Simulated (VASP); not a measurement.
These are LDA (Ceperley-Alder, Perdew-Zunger), VASP's LDA PAW potentials (set 64) (plane waves; VASP) values and carry that method's errors.

VASP ran on this input.

### POSCAR
```
Sn
1
    0.0000000000     3.2367767471     3.2367767471
    3.2367767471     0.0000000000     3.2367767471
    3.2367767471     3.2367767471     0.0000000000
Sn
2
Direct
  0.0000000000   0.0000000000   0.0000000000
  0.2500000000   0.2500000000   0.2500000000
```

**INCAR**
```
! general
SYSTEM =Sn
PREC   =Accurate
ENCUT  =400
LREAL  =.FALSE.   ! projection in real space or not
LASPH  =.TRUE.

! electronic loop
EDIFF  =1E-6
NELM   =100   ! most electronic steps
ALGO   =Normal
LMAXMIX=4   ! l cut-off of mixed one-centre charges

! smearing
ISMEAR =1
SIGMA  =0.1

! ions
IBRION =2
NSW    =60
ISIF   =3
EDIFFG =-0.01

! output
LWAVE  =.FALSE.
LCHARG =.FALSE.
```

File KPOINTS:
```
Automatic mesh
0
Gamma
9 9 9
0 0 0
```

POTCAR, in this order: Sn_d (LDA.64 set). Program: vasp_std.

Output of the run:

### OSZICAR
```
       N       E                     dE             d eps       ncg     rms          rms(c)
DAV:   1     0.195585228431E+03    0.19559E+03   -0.13248E+04  1266   0.193E+03
DAV:   2     0.103230164313E+02   -0.18526E+03   -0.18303E+03  1266   0.411E+02
DAV:   3    -0.843817823509E+01   -0.18761E+02   -0.18661E+02  1396   0.141E+02
DAV:   4    -0.904447859480E+01   -0.60630E+00   -0.60572E+00  1416   0.284E+01
DAV:   5    -0.906738576423E+01   -0.22907E-01   -0.22907E-01  1728   0.505E+00    0.335E+00
DAV:   6    -0.898046314392E+01    0.86923E-01   -0.44002E-02  1410   0.258E+00    0.190E+00
DAV:   7    -0.893666229046E+01    0.43801E-01   -0.76587E-02  1290   0.253E+00    0.150E-01
DAV:   8    -0.893719953067E+01   -0.53724E-03   -0.47540E-03  1406   0.854E-01    0.666E-02
DAV:   9    -0.893730348499E+01   -0.10395E-03   -0.18527E-04  1628   0.113E-01    0.231E-02
DAV:  10    -0.893729861465E+01    0.48703E-05   -0.28245E-05  1622   0.650E-02    0.587E-03
DAV:  11    -0.893729907489E+01   -0.46025E-06   -0.13536E-06  1010   0.891E-03
   1 F= -.89372991E+01 E0= -.89372782E+01  d E =-.893730E+01
```

OUTCAR:
```
------------------------ aborting loop because EDIFF is reached ----------------------------------------
  FORCE on cell =-STRESS in cart. coord.  units (eV):
  Direction    XX          YY          ZZ          XY          YZ          ZX
  --------------------------------------------------------------------------------------
  Total        0.0050220      0.0050220      0.0050220      0.0000000      0.0000000     -0.0000000
  in kB        0.1186369      0.1186369      0.1186369      0.0000000      0.0000000     -0.0000000
  external PRESSURE =       0.1186369 kB  Pullay stress =       0.0000000 kB
  volume of cell :       67.82
      direct lattice vectors                 reciprocal lattice vectors
     0.000000000  3.236776747  3.236776747    -0.154474664  0.154474664  0.154474664
     3.236776747  0.000000000  3.236776747     0.154474664 -0.154474664  0.154474664
     3.236776747  3.236776747  0.000000000     0.154474664  0.154474664 -0.154474664
 POSITION                                       TOTAL-FORCE (eV/Angst)
 -----------------------------------------------------------------------------------
      0.00000      0.00000      0.00000        -0.000000     -0.000000     -0.000000
      1.61839      1.61839      1.61839         0.000000      0.000000      0.000000
 -----------------------------------------------------------------------------------
    total drift:                                0.000000      0.000000      0.000000
  FREE ENERGIE OF THE ION-ELECTRON SYSTEM (eV)
  ---------------------------------------------------
  free  energy   TOTEN  =        -8.9372990749 eV

  energy  without entropy=       -8.9372363392  energy(sigma->0) =       -8.93727816

 reached required accuracy - stopping structural energy minimisation
```
(Selected blocks of OUTCAR.)

The structure comes from a computed database's Sn entry (Fd-3m); how it stands against other phases isn't given here. It was relaxed first. The start is the result of an earlier pass.
